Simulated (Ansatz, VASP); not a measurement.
## Cross-check of Ti (Ti(0001)) between VASP and Ansatz

One calculation is typed for both programs; each brings its own data sets. How far apart do they land? Of the first pair: The structure shown is the start of the Ansatz relaxation below; VASP solves that cell, so the two are compared at the walk's first step.

Main program and level: Ansatz 0.2.0; plane waves, with VASP 6.6.1 beside it; single point at LDA.

**1. The starting structure**

The cell holds 4 atoms: 4 Ti. Its edges and angles: a = 2.950 Å, b = 2.950 Å, c = 25.027 Å, α = 90.0°, β = 90.0°, γ = 60.0°. Vacuum lies along c.

**2. Ansatz: relaxation, LDA**

Ansatz runs on its default PAW (the set named soft_2) files.

The two programs are compared at the cell with which this relaxation starts, whose forces are those of its first step.

input.yaml reads:

```yaml
crystal:
  lattice:
    - [2.95, 0.0, 0.0]
    - [1.475, 2.5547749412, 0.0]
    - [0.0, 0.0, 25.0269]
  atoms:
    - { symbol: Ti, position: [0.6666666667, 0.6666666667, 0.3596130564] }
    - { symbol: Ti, position: [0.0, 0.0, 0.4532043521] }
    - { symbol: Ti, position: [0.6666666667, 0.6666666667, 0.5467956479] }
    - { symbol: Ti, position: [0.0, 0.0, 0.6403869436] }
kpoints:
  mp_grid: { grid: [12, 12, 1] }
hamiltonian:
  xc: lda
scf:
  occupations: { method: fermi_dirac, width: 0.1 }
  convergence: { dr2_threshold: 1.0e-08 }
efield:
  axis: 3
  dipole_correction: true
  ramp_position: 0.97
  ramp_width: 0.06
relax:
  f_tol: 0.02
  max_steps: 60
  constraints: [{ sites: [0, 1] }]
output:
  write_potential: true
  write_density: true
  volumetric_format: npy
```

Command:

```bash
$ ansatz run input.yaml --threads 4 --pin off --max-ram 12288MiB --backend cpu --events-out ev --progress --plain --runs-dir out
```

Numbers of over 12 decimals in the logs are rounded to 6 here.

What it wrote:

```text
Engine: ansatz 0.2.0, aarch64-unknown-linux-gnu
Pseudopotentials: kind: paw
Pseudopotential: Ti, paw, valence charge 12, recommended cutoff 420 eV (normal), Ti.paw.azcp
Functional definition: SPW92
  exchange = slater_x
  correlation = pw_c
Crystal: 4 atoms, lattice volume = 188.617 Å³
Basis set: ecut = 420 eV, 3611 PW (Γ)
Bands: 29, of which v1, the nominal top of the filled ones, is band 24 counted from 1 (23 counted from 0)
Symmetry: 6 space group operations
k-points: 19 of 144 (time reversal used)
Non-local potential: Ti, projectors of the file, l = 0: 3, l = 1: 2, l = 2: 3, l = 3: 1
PAW form: soft (Blöchl's): semilocal exchange-correlation on the pseudo side does not see the compensation charge
PAW frozen core: Ti, regenerated for the run's functional, and the local potential with it (the file was generated under x = pbe(κ = 0.804, μ = 0.219515), c = pbe(β = 0.066725))
PAW one-centre angular grid: Ti, 590 points (default); XC on 64 Gauss nodes
Initial density: superposition of atomic densities (neutral atoms: chi_scale 0, normalization atom), corrected by the library's trained network
Initial wavefunctions: pseudopotential atomic-orbital guess
Functional: x = slater, c = lda
SCF iter   1: F=—  HF=-9798.902724 eV  |F-HF|=—  |Δ(HF+E_count)|=         —  Δρ=7.47e-3  dr2=6.64e-1  ethr=1.77e-3  p=0.000 e·Å  D=5.72e-14 V/Å  ΔV_dip=-0.00 eV  dr2_dipole=5.81e-6  V_vac-E_F(+/−)=4.39/4.39 eV  ⟨swp⟩=6.8  Hψ=5649  notcnv=0
efield: sawtooth ramp at fractional position 0.9700 (set: `efield.ramp_position`, or a place that a band, a saddle search or an elastic batch's reference lends), width 0.0600; the density the first Hamiltonian is built on has a dipole p = 0.000 e·Å; the dipole correction subtracts the counter field D = 5.72e-14 V/Å, which shifts the + side's vacuum level by -0.00 eV against the − side's; the planar-averaged density in the ramp window peaks in size at 3.0e-5 e/Å³
automatic band count: the SCF goes on with 34 bands, as 29 were too few: the levels above may hold too much charge
preconditioner: auto → LDOS  [metal: Δε(μ)=0.005 eV  Ē_g=2.728 eV  σ=0.100 eV  W_gap=0.01  n_scr=16 (ndim 8)  ℏωp=10.8 eV  f_vac=0.550  D(μ)=8.53/eV (n_scr^D=88)  β→1.0]
SCF iter   2: F=—  HF=-9798.891023 eV  |F-HF|=—  |Δ(HF+E_count)|=   1.17e-2  Δρ=2.16e-3  dr2=1.66e-2  ethr=1.38e-3  p=-0.000 e·Å  D=-9.75e-6 V/Å  ΔV_dip=0.00 eV  dr2_dipole=8.80e-7  V_vac-E_F(+/−)=4.58/4.58 eV  ⟨swp⟩=1.6  Hψ=815  notcnv=0
SCF iter   3: F=—  HF=-9798.889660 eV  |F-HF|=—  |Δ(HF+E_count)|=   1.36e-3  Δρ=8.37e-4  dr2=3.31e-3  ethr=3.47e-5  p=-0.000 e·Å  D=-1.56e-5 V/Å  ΔV_dip=0.00 eV  dr2_dipole=7.38e-8  V_vac-E_F(+/−)=4.57/4.57 eV  ⟨swp⟩=2.2  Hψ=871  notcnv=0
SCF iter   4: F=—  HF=-9798.889439 eV  |F-HF|=—  |Δ(HF+E_count)|=   2.21e-4  Δρ=1.98e-4  dr2=1.33e-4  ethr=6.89e-6  p=0.000 e·Å  D=5.54e-6 V/Å  ΔV_dip=-0.00 eV  dr2_dipole=2.12e-7  V_vac-E_F(+/−)=4.58/4.58 eV  ⟨swp⟩=2.0  Hψ=798  notcnv=0
SCF iter   5: F=—  HF=-9798.889458 eV  |F-HF|=—  |Δ(HF+E_count)|=   1.91e-5  Δρ=8.85e-5  dr2=2.87e-5  ethr=2.76e-7  p=0.000 e·Å  D=5.19e-7 V/Å  ΔV_dip=-0.00 eV  dr2_dipole=3.10e-10  V_vac-E_F(+/−)=4.59/4.59 eV  ⟨swp⟩=2.1  Hψ=871  notcnv=0
SCF iter   6: F=—  HF=-9798.889461 eV  |F-HF|=—  |Δ(HF+E_count)|=   2.72e-6  Δρ=2.73e-5  dr2=1.58e-6  ethr=5.99e-8  p=0.000 e·Å  D=3.28e-6 V/Å  ΔV_dip=-0.00 eV  dr2_dipole=3.58e-11  V_vac-E_F(+/−)=4.59/4.59 eV  ⟨swp⟩=2.1  Hψ=821  notcnv=0
SCF iter   7: F=—  HF=-9798.889489 eV  |F-HF|=—  |Δ(HF+E_count)|=   2.85e-5  Δρ=7.42e-6  dr2=1.69e-7  ethr=3.28e-9  p=0.000 e·Å  D=2.19e-6 V/Å  ΔV_dip=-0.00 eV  dr2_dipole=7.22e-10  V_vac-E_F(+/−)=4.59/4.59 eV  ⟨swp⟩=2.1  Hψ=844  notcnv=0
SCF iter   8: F=—  HF=-9798.889489 eV  |F-HF|=—  |Δ(HF+E_count)|=   6.35e-8  Δρ=2.68e-6  dr2=2.63e-8  ethr=3.51e-10  p=0.000 e·Å  D=1.32e-6 V/Å  ΔV_dip=-0.00 eV  dr2_dipole=9.13e-11  V_vac-E_F(+/−)=4.59/4.59 eV  ⟨swp⟩=2.2  Hψ=850  notcnv=0
SCF iter   9: F=-9798.889489 eV  HF=-9798.889489 eV  |F-HF|=1.27e-9  |Δ(HF+E_count)|=   2.52e-9  Δρ=9.12e-7  dr2=2.30e-9  ethr=2.08e-11  p=0.000 e·Å  D=3.77e-7 V/Å  ΔV_dip=-0.00 eV  dr2_dipole=7.09e-11  V_vac-E_F(+/−)=4.59/4.59 eV  ⟨swp⟩=9.1  Hψ=3773  notcnv=0
SCF 1 converged in 9 iterations: F = -9798.889489 eV  dr2 = 2.30e-9
  greatest PAW one-centre occupation: 0.999 electrons in one spin orbital (limit 2), on the Ti atom at site 2 (counted from 0), in its partial waves of l = 0
relax step   1: F+E_penalty+E_count = -9798.88948946 eV  Δ(F+E_penalty+E_count) = +0.000e0 eV  max|allowed force component| = 9.280e-1 eV/Å  Δτ_max = 0.0000 Å  (9 SCF iters, accepted)
[...]
relax step   3: F+E_penalty+E_count = -9799.04196060 eV  Δ(F+E_penalty+E_count) = -1.427e-2 eV  max|allowed force component| = 1.696e-1 eV/Å  Δτ_max = 0.1944 Å  (10 SCF iters, accepted)
[...]
relax step   4: F+E_penalty+E_count = -9799.04737921 eV  Δ(F+E_penalty+E_count) = -5.419e-3 eV  max|allowed force component| = 1.084e-2 eV/Å  Δτ_max = 0.0523 Å  (9 SCF iters, accepted)
NSCF: frozen V_eff on 19 k-points
the band table was solved once a step of the walk had ended and its energy, with any forces and stress, was formed, with the checks that follow a solve (2948 applications of the Hamiltonian). They found nothing against the state; the energy, forces and stress were not computed again (output.eigenvalues in the input reference)
SCF converged after 9 iterations
Free energy (F): -9799.047379 eV
Harris-Foulkes:  -9799.047379 eV  (|F-HF|=1.22e-10)
Internal energy: -9798.797908 eV  (E = F + TS)
E sigma→0 (E₀):  -9798.922644 eV
Entropy (-TS):   -0.249471 eV (-62.368 meV/atom)
Fermi energy:    2.046181 eV
Dipole field:    D = 0.003759 V/Å  (p = 0.003918 e·Å, saw-weighted, corrected)
Work function:   Φ+ = 4.5180 eV   Φ− = 4.6121 eV
Levels:          The Fermi level and band energies are counted from a zero that moves with the ramp; work functions are not
--- Per-component energies (eV) ---
  E_band       = -1159.536361
  E_kinetic    = 1087.527584
  E_local      = -52013.286083  (includes V_loc(G=0)·N_el)
  E_nonlocal   = 50.635644
  E_hartree    = 25443.105268
  E_xc         = -383.645124
  E_vxc        = -482.638436  (∫ρ·V_xc dr)
  E_paw        = -3996.771350  (= ΣΔE_a)
  E_vpaw       = -687.997368  (= ΣTr[D̂ρ^β])
  E_aug_tail   = 0.000394  (compensation charges beyond the density's cutoff)
  E_efield     = 0.000007  (sawtooth field / dipole correction)
  E_vefield    = 0.018289  (∫n·V_field dr)
  E_ewald      = 20012.331949
  E_core_change = 1.303801  (= ΣΔE_core)
  E_smearing   = -0.249471  (= −TS)
  E_closure    = -0.000000  (closes the sum)
  Σ components = -9799.047379   (vs F -9799.047379, Δ=0.00e0)
--- Forces (eV/Å), atoms counted from 1 ---
  atom   1  Ti    -0.00000000     0.00000000     0.94802412
  atom   2  Ti     0.00000000    -0.00000000    -0.96403427
  atom   3  Ti     0.00000000     0.00000000     0.01083740
  atom   4  Ti    -0.00000000    -0.00000000     0.00509882
  max |Σ_I F_I| component: 7.39e-5 eV/Å
--- Band table (eV; the first three rows and the last of 19) ---
  k-point 0: bands = [... 20 lower, 1.8458, 2.0389, 2.5097, 2.5709, 2.5709, 2.6418, 2.6418, 2.8344, ... 6 higher]
  k-point 1: bands = [... 20 lower, 1.7705, 2.0130, 2.3332, 2.3973, 2.5503, 2.6660, 2.6716, 2.7468, ... 6 higher]
  k-point 2: bands = [... 20 lower, 1.5042, 1.7656, 1.9068, 2.1848, 2.3092, 2.5117, 2.8364, 2.8484, ... 6 higher]
  k-point 18: bands = [... 20 lower, 0.8350, 1.2762, 1.3725, 2.0225, 2.0412, 2.1444, 2.1913, 2.3245, ... 6 higher]
--- Relaxed structure (4 steps of the walk, 4 accepted, 0 SCFs on fresh bases) ---
  F+E_penalty+E_count = -9799.04737921 eV   max|allowed force component| = 1.084e-2 eV/Å
  atoms:
    - { symbol: Ti, position: [0.666667, 0.666667, 0.3596130564] }
    - { symbol: Ti, position: [0.0, 0.0, 0.4532043521] }
    - { symbol: Ti, position: [0.666667, 0.666667, 0.544082] }
    - { symbol: Ti, position: [0, 0, 0.626913] }
```

**3. VASP: single point, LDA, start cell, pair 1**

The same cell, functional (in two slightly different forms), mesh and smearing now go to VASP, with its own data sets.

Lines of VASP's logs that name or quote its potential files are left out, and so is its time.

INCAR reads:

```
SYSTEM = Ti
PREC = Accurate
ENCUT = 400
EDIFF = 1E-06
NELM = 120
ISMEAR = -1
SIGMA = 0.1
LREAL = .FALSE.
ALGO = Normal
GGA = PW92
NBANDS = 30
LASPH = .TRUE.
LORBIT = 11
LWAVE = .FALSE.
LCHARG = .FALSE.
ISIF = 2
LDIPOL = .TRUE.
IDIPOL = 3
DIPOL = 0.5 0.5 0.5
LVHAR = .TRUE.
GGA_COMPAT = .FALSE.
NELMDL = -8
```

POSCAR reads:

```
Ti
1.0
    2.9500000000      0.0000000000      0.0000000000
    1.4750000000      2.5547749412      0.0000000000
    0.0000000000      0.0000000000     25.0269000000
Ti
4
Direct
    0.6666667818      0.6666666091      0.3596130564
    0.0000001152      0.9999999425      0.4532043521
    0.6666667818      0.6666666091      0.5467956479
    0.0000001152      0.9999999425      0.6403869436
```

KPOINTS reads:

```
Automatic mesh
0
Gamma
12 12 1
0 0 0
```

The projector-augmented-wave data sets are Ti_sv (LDA family, release 64).

Command:

```bash
$ mpirun -np 1 vasp_std
```

What it wrote:

```text
[banner, memory and clock lines left out]
running    1 mpi-ranks, on    1 nodes
 distrk:  each k-point on    1 cores,    1 groups
 distr:  one band on    1 cores,    1 groups

 POSCAR found type information on POSCAR Ti
 POSCAR found :  1 types and       4 ions
|                                                                             |
|               ----> ADVICE to this user running VASP <----                  |
|                                                                             |
|     You enforced a specific xc type in the INCAR file but a different       |
|     [... a line on the potential file left out ...]
|     I HOPE YOU KNOW WHAT YOU ARE DOING!                                     |
|                                                                             |

 LDA part: xc-table for (Slater(with rela. corr.)+PW92), standard interpolation
 POSCAR, INCAR and KPOINTS ok, starting setup
 FFT: planning ... GRIDC
 FFT: planning ... GRID_SOFT
 FFT: planning ... GRID
 WAVECAR not read
 entering main loop
       N       E                     dE             d eps       ncg     rms          rms(c)
DAV:   1     0.496033837651E+03    0.49603E+03   -0.24250E+04  1460   0.137E+03
DAV:   2     0.355268726633E+02   -0.46051E+03   -0.45032E+03  1212   0.461E+02
DAV:   3    -0.259968026946E+02   -0.61524E+02   -0.59911E+02  1960   0.141E+02
DAV:   4    -0.367893373823E+02   -0.10793E+02   -0.10670E+02  1716   0.502E+01
DAV:   5    -0.376484561135E+02   -0.85912E+00   -0.85780E+00  1790   0.132E+01
DAV:   6    -0.376733814740E+02   -0.24925E-01   -0.24896E-01  1702   0.258E+00
DAV:   7    -0.376741888011E+02   -0.80733E-03   -0.80615E-03  1790   0.393E-01
DAV:   8    -0.376742163489E+02   -0.27548E-04   -0.27482E-04  1574   0.694E-02    0.163E+01
DAV:   9    -0.534214414476E+02   -0.15747E+02   -0.16325E+02  1846   0.723E+01    0.281E+01
DAV:  10    -0.327049964758E+02    0.20716E+02   -0.11722E+02  1692   0.406E+01    0.101E+01
DAV:  11    -0.321910820058E+02    0.51391E+00   -0.25882E+01  1612   0.220E+01    0.496E+00
DAV:  12    -0.319579810455E+02    0.23310E+00   -0.19823E+00  1548   0.635E+00    0.345E+00
DAV:  13    -0.318885456901E+02    0.69435E-01   -0.15586E-01  1664   0.246E+00    0.264E+00
DAV:  14    -0.318351053159E+02    0.53440E-01   -0.18222E-01  1536   0.323E+00    0.920E-01
[...]
DAV:  24    -0.318198848939E+02   -0.19113E-04   -0.41080E-06   954   0.150E-02    0.605E-03
DAV:  25    -0.318198894235E+02   -0.45296E-05   -0.14699E-06   756   0.123E-02    0.379E-03
DAV:  26    -0.318198930543E+02   -0.36307E-05   -0.11101E-06   882   0.847E-03    0.241E-03
DAV:  27    -0.318198959806E+02   -0.29264E-05   -0.36944E-07   692   0.392E-03    0.141E-03
DAV:  28    -0.318198972805E+02   -0.12998E-05   -0.23977E-07   684   0.327E-03    0.749E-04
DAV:  29    -0.318198985685E+02   -0.12880E-05   -0.13481E-07   668   0.239E-03    0.447E-04
DAV:  30    -0.318199002313E+02   -0.16628E-05   -0.15199E-07   684   0.111E-03    0.514E-04
DAV:  31    -0.318199002440E+02   -0.12651E-07   -0.64405E-08   660   0.133E-03
   1 F= -.31819900E+02 E0= -.31680870E+02  d E =-.278060E+00
```

OUTCAR, selected parts (step 3):

```text
ion  position               nearest neighbor table
   1  0.667  0.667  0.360-   2 2.90   2 2.90   2 2.90
   2  0.000  1.000  0.453-   1 2.90   1 2.90   1 2.90   3 2.90   3 2.90   3 2.90
   3  0.667  0.667  0.547-   4 2.90   4 2.90   4 2.90   2 2.90   2 2.90   2 2.90
   4  0.000  1.000  0.640-   3 2.90   3 2.90   3 2.90

  LATTYP: Found a hexagonal cell.
 ALAT       =     2.9500000000
 C/A-ratio  =     8.4836949152

 Subroutine GETGRP returns: Found 12 space group operations
 (whereof  6 operations were pure point group operations)

The static configuration has the point symmetry C_3v.
 The point group associated with its full space group is D_3d.

 Found     19 irreducible k-points:

   k-points           NKPTS =     19   k-points in BZ     NKDIM =     19   number of bands    NBANDS=     30

   dimension x,y,z NGX =    20 NGY =   20 NGZ =  168
   dimension x,y,z NGXF=    40 NGYF=   40 NGZF=  336

   ENCUT  =  400.0 eV  29.40 Ry    5.42 a.u.   4.81  4.81 40.81*2*pi/ulx,y,z

   NELECT =      48.0000    total number of electrons

 k-points in reciprocal lattice and weights: Automatic mesh
   0.00000000  0.00000000  0.00000000       0.007
   0.08333333 -0.00000000  0.00000000       0.042
   0.16666667  0.00000000  0.00000000       0.042
   0.25000000  0.00000000  0.00000000       0.042
   0.33333333  0.00000000  0.00000000       0.042
   0.41666667  0.00000000  0.00000000       0.042
   0.50000000  0.00000000  0.00000000       0.021
   0.16666667  0.08333333  0.00000000       0.042
   0.25000000  0.08333333  0.00000000       0.083
[...]
-0.41666667  0.25000000  0.00000000       0.083
  -0.33333333  0.33333333  0.00000000       0.014

 dipolmoment           0.000000      0.000000      0.000002 electrons x Angstroem

 average (electrostatic) potential at core
       1 -80.6366       2 -80.4210       3 -80.4209       4 -80.6365

 E-fermi :   0.2278

 k-point     1 :       0.0000    0.0000    0.0000
  band No.  band energies     occupation
    ...
     18      -4.4734      2.00000
     19      -3.3223      2.00000
     20      -2.5149      2.00000
     21       0.0768      1.63834
     22       0.2256      1.01128
     23       0.5573      0.07151
     24       0.8581      0.00366
     25       0.9061      0.00226
     26       0.9061      0.00226
     27       0.9524      0.00143
    ...

 k-point     2 :       0.0833   -0.0000    0.0000
  band No.  band energies     occupation
    ...
     18      -4.2926      2.00000
     19      -3.1460      2.00000
     20      -2.3487      2.00000
     21       0.0448      1.72358
     22       0.2008      1.13446
     23       0.4551      0.18677
     24       0.5879      0.05315
     25       0.7392      0.01196
     26       0.7994      0.00656
     27       0.9735      0.00115
    ...

 k-point     3 :       0.1667    0.0000    0.0000
  band No.  band energies     occupation
    ...
     19      -2.6646      2.00000
     20      -1.9062      2.00000
     21      -0.1767      1.96558
     22      -0.0601      1.89362
     23       0.1529      1.35812
     24       0.3610      0.41766
     25       0.5051      0.11768
     26       0.5235      0.09887
     27       0.8885      0.00270
     28       1.1185      0.00027
    ...

  Total       -6.0634253     -6.0634253     -5.4530174      0.0000000      0.0000000     -0.0000000
  in kB      -51.5047035    -51.5047035    -46.3197006      0.0000000      0.0000000     -0.0000000
  external PRESSURE =     -49.7763692 kB  Pullay stress =       0.0000000 kB

  energy-cutoff  :      400.00
  volume of cell :      188.62
      direct lattice vectors                 reciprocal lattice vectors
     2.950000000  0.000000000  0.000000000     0.338983051 -0.195711956  0.000000000
     1.475000000  2.554774941  0.000000000     0.000000000  0.391423911  0.000000000
     0.000000000  0.000000000 25.026900000     0.000000000  0.000000000  0.039957006

 POSITION                                       TOTAL-FORCE (eV/Angst)
 -----------------------------------------------------------------------------------
      2.95000      1.70318      9.00000        -0.000000     -0.000000      0.929803
      1.47500      2.55477     11.34230         0.000000      0.000000     -0.604679
      2.95000      1.70318     13.68460         0.000000      0.000000      0.604679
      1.47500      2.55477     16.02690         0.000000      0.000000     -0.929803
 -----------------------------------------------------------------------------------
    total drift:                               -0.001853      0.001068      0.000277

  FREE ENERGIE OF THE ION-ELECTRON SYSTEM (eV)
  ---------------------------------------------------
  free  energy   TOTEN  =       -31.8199002440 eV

  energy  without entropy=      -31.5418402658  energy(sigma->0) =      -31.68087025

 vacuum level on the upper side and lower side of the slab         4.817         4.817

 total charge
# of ion       s       p       d       tot
------------------------------------------
    1        2.248   6.057   1.904  10.209
    2        2.245   6.115   1.896  10.256
    3        2.245   6.115   1.896  10.256
    4        2.248   6.057   1.904  10.209
--------------------------------------------------
tot          8.987  24.344   7.599  40.929

[... 3 further parts left out ...]
```

**4. Differences**

Known differences besides the potentials themselves: the cutoff is 420 eV in Ansatz and 400 eV in VASP; VASP's log shows a relativistic correction to its local exchange, Ansatz's none. Total energies have different zeros and are not compared.

Forces (eV/Å; atoms numbered as in POSCAR):

```
atom        Ansatz x, y, z          VASP x, y, z
 Ti1   0.000, 0.000, 0.928   0.000, 0.000, 0.930
 Ti2  0.000, 0.000, -0.606  0.000, 0.000, -0.605
 Ti3   0.000, 0.000, 0.606   0.000, 0.000, 0.605
 Ti4  0.000, 0.000, -0.928  0.000, 0.000, -0.930
```

The forces differ by 1.0 meV/Å r.m.s., which is 0.2 % of the r.m.s. force of 0.453 eV/Å (both taken over all components). With vacuum in the cell, a pressure given here is an average over mostly empty space and none of the material.

[end of part 1 of 2]

[Lines on the potential files, build, host, timing and source positions are cut from VASP's logs without a mark.]

[Logs are printed without paths, hosts, clocks, repeated set-up lines and the standing remarks that a program may print on its own settings, such as how far it seeks lower states.]

[Hosts, paths, dates, database ids (printed as entryN), source tags and the programs' standing remarks are cut or masked in the printed files.]
